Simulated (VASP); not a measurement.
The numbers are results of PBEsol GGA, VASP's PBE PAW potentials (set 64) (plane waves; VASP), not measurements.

The input files of a VASP run:

File POSCAR:
```
Sn
1.0
  5.2349650000   0.0000000000   0.0000000000
 -2.6174830000   4.5336130000   0.0000000000
  0.0000000000   0.0000000000   3.1839910000
Sn
3
Cart
  0.0000000000   0.0000000000   0.0000000000
 -0.0000029508   3.0224101779   1.5919955000
  2.6174849508   1.5112028221   1.5919955000
```

### KPOINTS
```
Automatic mesh
0
Gamma
6 6 8
0 0 0
```

INCAR:
```
# general
SYSTEM   =  Sn
PREC     =  Accurate
ENCUT    =  300   # plane-wave cut-off (eV)
LREAL    =  .FALSE.
LASPH    =  .TRUE.   # aspherical one-centre terms

# electronic loop
EDIFF    =  1E-6   # SCF stop (eV)
NELM     =  100   # most electronic steps
ALGO     =  Normal   # blocked Davidson
LMAXMIX  =  4   # l cut-off of mixed one-centre charges

# smearing
ISMEAR   =  -1   # Fermi-Dirac
SIGMA    =  0.1   # width (eV)

# functional
GGA      =  PS   # PBEsol

# ions
ISIF     =  2   # forces and stress, cell fixed

# output
LWAVE    =  .FALSE.
LCHARG   =  .FALSE.
```

POTCAR, in this order: Sn_d (PBE.64 set). Program: vasp_std.

Output of the run:

### OSZICAR
```
       N       E                     dE             d eps       ncg     rms          rms(c)
DAV:   1     0.305450447365E+03    0.30545E+03   -0.16652E+04  1758   0.198E+03
DAV:   2     0.186037931246E+02   -0.28685E+03   -0.28452E+03  1802   0.440E+02
DAV:   3    -0.119018006464E+02   -0.30506E+02   -0.30197E+02  2139   0.154E+02
DAV:   4    -0.127629619927E+02   -0.86116E+00   -0.85757E+00  2019   0.295E+01
DAV:   5    -0.127903596700E+02   -0.27398E-01   -0.27392E-01  2686   0.440E+00    0.278E+00
DAV:   6    -0.127288144656E+02    0.61545E-01   -0.70989E-02  2297   0.606E+00    0.153E+00
DAV:   7    -0.127101638519E+02    0.18651E-01   -0.86846E-02  2136   0.383E+00    0.210E-01
DAV:   8    -0.127089805091E+02    0.11833E-02   -0.78478E-03  2081   0.166E+00    0.110E-01
DAV:   9    -0.127088523314E+02    0.12818E-03   -0.73146E-04  2130   0.536E-01    0.180E-02
DAV:  10    -0.127088608674E+02   -0.85360E-05   -0.11451E-04  2378   0.139E-01    0.114E-02
DAV:  11    -0.127088592770E+02    0.15904E-05   -0.14013E-05  2248   0.643E-02    0.269E-03
DAV:  12    -0.127088598050E+02   -0.52802E-06   -0.17338E-06  1021   0.214E-02
   1 F= -.12708860E+02 E0= -.12688161E+02  d E =-.413985E-01
```

OUTCAR:
```
------------------------ aborting loop because EDIFF is reached ----------------------------------------
  FORCE on cell =-STRESS in cart. coord.  units (eV):
  Direction    XX          YY          ZZ          XY          YZ          ZX
  --------------------------------------------------------------------------------------
  Total        1.7043652      1.7043655     -0.1340598     -0.0000002     -0.0000000      0.0000000
  in kB       36.1362593     36.1362645     -2.8423596     -0.0000040     -0.0000000      0.0000000
  external PRESSURE =      23.1433881 kB  Pullay stress =       0.0000000 kB
  volume of cell :       75.57
      direct lattice vectors                 reciprocal lattice vectors
     5.234965000  0.000000000  0.000000000     0.191023245  0.110287335  0.000000000
    -2.617483000  4.533613000  0.000000000     0.000000000  0.220574628  0.000000000
     0.000000000  0.000000000  3.183991000     0.000000000  0.000000000  0.314071240
 POSITION                                       TOTAL-FORCE (eV/Angst)
 -----------------------------------------------------------------------------------
      0.00000      0.00000      0.00000         0.000000      0.000000      0.000000
     -0.00000      3.02241      1.59200        -0.000000      0.000000      0.000000
      2.61748      1.51120      1.59200         0.000000      0.000000      0.000000
 -----------------------------------------------------------------------------------
    total drift:                                0.000000      0.000000      0.000000
  FREE ENERGIE OF THE ION-ELECTRON SYSTEM (eV)
  ---------------------------------------------------
  free  energy   TOTEN  =       -12.7088598050 eV

  energy  without entropy=      -12.6674612847  energy(sigma->0) =      -12.68816054
```
(Selected blocks of OUTCAR.)

At this cut-off the stress carries a Pulay error, which pulls relaxed volumes low.

The structure was generated: Sn was put into an ordered model structure, which need not be its known phase. The cell was not relaxed at this level. The run is one of a series of settings (GGA = PS against the base run), some of them coarse on purpose.
